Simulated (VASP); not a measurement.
# GeB2C2 (Pmm2) in VASP: single point with PBE

Aim: the single point of GeB2C2 with PBE.

Everything below comes from runs of VASP 6.6.1. Logs are shortened: lines on timing, memory, paths and dates and some standing lists are left out, and cuts for length are marked.

### 1 The crystal as given

The structure is orthorhombic, space group Pmm2 (No. 25). Conventional cell: a = 2.766 Å, b = 4.196 Å, c = 4.692 Å, α = 90.00°, β = 90.00°, γ = 90.00°. Ge (site symmetry mm2) has 6 C at 2.51 to 2.69 Å and 6 B at 2.59 to 2.73 Å and 2 Ge at 2.77 Å as nearest neighbours. B (site symmetry mm2) is surrounded by 3 C at 1.57 to 1.59 Å. B (site symmetry mm2) has 3 C at 1.57 to 1.59 Å as nearest neighbours. Around C (site symmetry mm2) lie 3 B at 1.57 Å. C (site symmetry mm2) has 3 B at 1.59 Å as nearest neighbours.

The cell was built by a generator and needn't be a form met in nature.

### 2 Single point, PBE

Input file INCAR:

```
SYSTEM = GeB2C2
  ALGO = Fast
  EDIFF = 1E-5
  ENCUT = 520
  GGA = PE
  ISIF = 2
  ISMEAR = 0
  LASPH = .TRUE.
  LCHARG = .FALSE.
  LREAL = Auto
  LWAVE = .FALSE.
  NELM = 80
  PREC = Normal
  SIGMA = 0.15
```

Input file KPOINTS:

```
k-points
0
G
  4 5 5
  0 0 0
```

Input file POSCAR:

```
GeB2C2
1.0
    5.5315200000      0.0000000000      0.0000000000
    0.0000000000      4.1963900000      0.0000000000
    0.0000000000      0.0000000000      4.6921200000
Ge B C
2 4 4
Direct
    0.0000000000      0.0000000000      0.9709040000
    0.5000000000      0.0000000000      0.9709040000
    0.2500000000      0.5000000000      0.8356970000
    0.7500000000      0.5000000000      0.8356970000
    0.0000000000      0.5000000000      0.3418920000
    0.5000000000      0.5000000000      0.3418920000
    0.0000000000      0.5000000000      0.6757050000
    0.5000000000      0.5000000000      0.6757050000
    0.2500000000      0.5000000000      0.1755900000
    0.7500000000      0.5000000000      0.1755900000
```

Potentials or basis: VASP PAW PBE potentials, release 64 (Ge_d, B, C).

The run is started by

```console
> cat potpaw_PBE.64/Ge_d/POTCAR potpaw_PBE.64/B/POTCAR potpaw_PBE.64/C/POTCAR > POTCAR
> mpirun -np 1 vasp_std > vasp.out
```

OUTCAR:

```text
SYSTEM = GeB2C2
   EDIFF = 1E-5
   ENCUT = 520
   GGA = PE
   ISIF = 2
   ISMEAR = 0
   LASPH = .TRUE.
   LREAL = Auto
   NELM = 80
   PREC = Normal

 ion  position               nearest neighbor table
   1  0.000  0.000  0.971-   2 2.77   2 2.77
   2  0.500  0.000  0.971-   1 2.77   1 2.77
   3  0.250  0.500  0.836-   7 1.57   8 1.57   9 1.59
   4  0.750  0.500  0.836-   7 1.57   8 1.57  10 1.59
   5  0.000  0.500  0.342-   7 1.57   9 1.59  10 1.59
   6  0.500  0.500  0.342-   8 1.57   9 1.59  10 1.59
   7  0.000  0.500  0.676-   5 1.57   4 1.57   3 1.57
   8  0.500  0.500  0.676-   6 1.57   4 1.57   3 1.57
   9  0.250  0.500  0.176-   5 1.59   6 1.59   3 1.59
  10  0.750  0.500  0.176-   5 1.59   6 1.59   4 1.59
[... 8 lines left out ...]
 A1 = (   0.0000000000,   4.1963900000,   0.0000000000)
 A2 = (   0.0000000000,   0.0000000000,   4.6921200000)
 A3 = (   5.5315200000,   0.0000000000,   0.0000000000)

Analysis of symmetry for initial positions (statically):
=====================================================================
 Subroutine PRICEL returns following result:

  LATTYP: Found a simple orthorhombic cell.
 ALAT       =     2.7657600000
 B/A-ratio  =     1.5172646940
 C/A-ratio  =     1.6965029504

  Lattice vectors:

 A1 = (   2.7657600000,   0.0000000000,   0.0000000000)
 A2 = (   0.0000000000,   4.1963900000,   0.0000000000)
 A3 = (   0.0000000000,   0.0000000000,   4.6921200000)

   2 primitive cells build up your supercell.

 Routine SETGRP: Setting up the symmetry group for a
 simple orthorhombic supercell.

 Subroutine GETGRP returns: Found  4 space group operations
 (whereof  4 operations were pure point group operations)
 out of a pool of  8 trial point group operations.

The static configuration has the point symmetry C_2v.

Analysis of symmetry for dynamics (positions and initial velocities):
=====================================================================
 Subroutine PRICEL returns following result:

  LATTYP: Found a simple orthorhombic cell.
 ALAT       =     2.7657600000
 B/A-ratio  =     1.5172646940
 C/A-ratio  =     1.6965029504

  Lattice vectors:

 A1 = (   2.7657600000,   0.0000000000,   0.0000000000)
 A2 = (   0.0000000000,   4.1963900000,   0.0000000000)
 A3 = (   0.0000000000,   0.0000000000,   4.6921200000)

[... 121 lines left out ...]
   ISIF   =      2    stress and relaxation
   ISYM   =      2    0-nonsym 1-usesym 2-fastsym
   POTIM  = 0.5000    time-step for ionic-motion
   TEBEG  =    0.0;   TEEND  =   0.0 temperature during run
   PSTRESS=    0.0 pullay stress
   NELECT =      56.0000    total number of electrons
   NUPDOWN=      -1.0000    fix difference up-down
   EMIN   =  10.00;   EMAX   =-10.00  energy-range for DOS
   EFERMI =   0.00;   METHOD = LEGACY
   ISMEAR =     0;   SIGMA  =   0.15  broadening in eV -4-tet -1-fermi 0-gaus
   EFERMI_NEDOS =   21; number of points for ismear=-14 and -15
   IALGO  =     68    algorithm
   IMIX   =      4    mixing-type and parameters
     AMIX     =   0.40;   BMIX     =  1.00
     AMIX_MAG =   1.60;   BMIX_MAG =  1.00
  volume/ion in A,a.u.               =      10.89        73.50
  Fermi-wavevector in a.u.,A,eV,Ry     =   1.311518  2.478410 23.403113  1.720080
  Thomas-Fermi vector in A             =   2.441974
   LORBIT       =      0    0 simple, 1 ext, 2 COOP (PROOUT), +10 PAW based schemes
   GGA     = PE    functional components
   LHFCALC =     F    Hartree Fock is set to
   AEXX    =    0.0000 exact exchange contribution
   IVDW    =     0    specifies the selected vdW correction
   LEPSILON=     F    determine dielectric tensor
   LRPA    =     F    only Hartree local field effects (RPA)
 non-spin polarized calculation
 RMM-DIIS sequential band-by-band and
 Gauss-broadening in eV      SIGMA  =   0.15
  energy-cutoff  :      520.00
  volume of cell :      108.92
 maximum number of plane-waves:      2948
   NGX = 21   NGY = 15   NGZ = 17

 number of electron      56.0000130 magnetization

 Free energy of the ion-electron system (eV)
  ---------------------------------------------------
  ext. energy  EPLUGINS =         0.00000000
  ---------------------------------------------------
  free energy    TOTEN  =       -69.12034655 eV

  energy without entropy =      -69.08591014  energy(sigma->0) =      -69.10312834

 E-fermi :   4.7748     XC(G=0): -10.6345

 val. band max:        4.7452408605   @ k =   0.5000   0.4000   0.4000
 cond. band min:       4.7835361277   @ k =   0.2500   0.2000   0.2000
 fundamental gap:      0.0382952671
 Fermi energy:         4.7748493995

 k-point     1 :       0.0000    0.0000    0.0000
  band No.  band energies     occupation
      1     -20.2664      2.00000
      2     -20.2119      2.00000
      3     -20.1928      2.00000
      4     -20.1877      2.00000
      5     -20.1814      2.00000
      6     -20.1797      2.00000
[... 877 lines left out ...]
     33       9.6414      0.00000
     34       9.6417      0.00000

 [... further k-points ...]

------------------------ aborting loop because EDIFF is reached ----------------------------------------

  FORCE on cell =-STRESS in cart. coord.  units (eV):
  Direction    XX          YY          ZZ          XY          YZ          ZX
  --------------------------------------------------------------------------------------
  -------------------------------------------------------------------------------------
  Total        0.1159214     -0.2856210     -0.3218310      0.0000000      0.0000000      0.0000000
  in kB        1.7052366     -4.2015664     -4.7342270      0.0000000      0.0000000      0.0000000
  external PRESSURE =      -2.4101856 kB  Pullay stress =       0.0000000 kB

 VOLUME and BASIS-vectors are now :
 -----------------------------------------------------------------------------
  energy-cutoff  :      520.00
  volume of cell :      108.92
      direct lattice vectors                 reciprocal lattice vectors
     5.531520000  0.000000000  0.000000000     0.180782136  0.000000000  0.000000000
     0.000000000  4.196390000  0.000000000     0.000000000  0.238300063  0.000000000
     0.000000000  0.000000000  4.692120000     0.000000000  0.000000000  0.213123279

 POSITION                                       TOTAL-FORCE (eV/Angst)
 -----------------------------------------------------------------------------------
      0.00000      0.00000      4.55560        -0.000000     -0.000000     -0.028478
      2.76576      0.00000      4.55560         0.000000     -0.000000     -0.028478
      1.38288      2.09820      3.92119        -0.000000     -0.000000     -0.022082
      4.14864      2.09820      3.92119         0.000000      0.000000     -0.022082
      0.00000      2.09820      1.60420        -0.000000      0.000000     -0.042962
      2.76576      2.09820      1.60420        -0.000000      0.000000     -0.042962
      0.00000      2.09820      3.17049        -0.000000      0.000000      0.050734
      2.76576      2.09820      3.17049        -0.000000     -0.000000      0.050734
      1.38288      2.09820      0.82389        -0.000000      0.000000      0.042788
      4.14864      2.09820      0.82389        -0.000000      0.000000      0.042788
 -----------------------------------------------------------------------------------
    total drift:                                0.000000      0.000000     -0.043741

  FREE ENERGIE OF THE ION-ELECTRON SYSTEM (eV)
  ---------------------------------------------------
  free  energy   TOTEN  =       -69.1203465486 eV

  energy  without entropy=      -69.0859101376  energy(sigma->0) =      -69.10312834
```

stdout:

```text
POSCAR found type information on POSCAR GeB C
 POSCAR found :  3 types and      10 ions
 scaLAPACK will be used
 LDA part: xc-table for (Slater+PW92), standard interpolation
 POSCAR, INCAR and KPOINTS ok, starting setup
 FFT: planning ... GRIDC
 FFT: planning ... GRID_SOFT
 FFT: planning ... GRID
 WAVECAR not read
 entering main loop
```

It took 77 s on 1 thread of Intel Xeon Platinum 8259CL at 2.50GHz (Skylake/Cascade Lake), shared host; peak memory 0.19 GiB.

What came out:

```
Free energy            : -69.1203 eV
Pressure               : -0.2 GPa
Largest force          : 0.051 eV/Å
Band gap on the k mesh : none (metal or under the smearing width)
```

Forces in eV/Å, atoms in the order of the input:
```
Ge   0.000  0.000 -0.028
Ge   0.000  0.000 -0.028
B    0.000  0.000 -0.022
B    0.000  0.000 -0.022
B    0.000  0.000 -0.043
B    0.000  0.000 -0.043
C    0.000  0.000  0.051
C    0.000  0.000  0.051
C    0.000  0.000  0.043
C    0.000  0.000  0.043
```

Levels at points of the mesh, in eV from the Fermi level:
```csv
k point,band 25,band 26,band 27,band 28,band 29,band 30,band 31,band 32
"(0.00, 0.00, 0.00)",-1.63,-1.32,-0.91,-0.32,0.03,0.92,2.17,3.64
"(0.50, 0.00, 0.00)",-1.87,-1.87,-0.08,-0.08,2.01,2.01,2.47,2.47
```
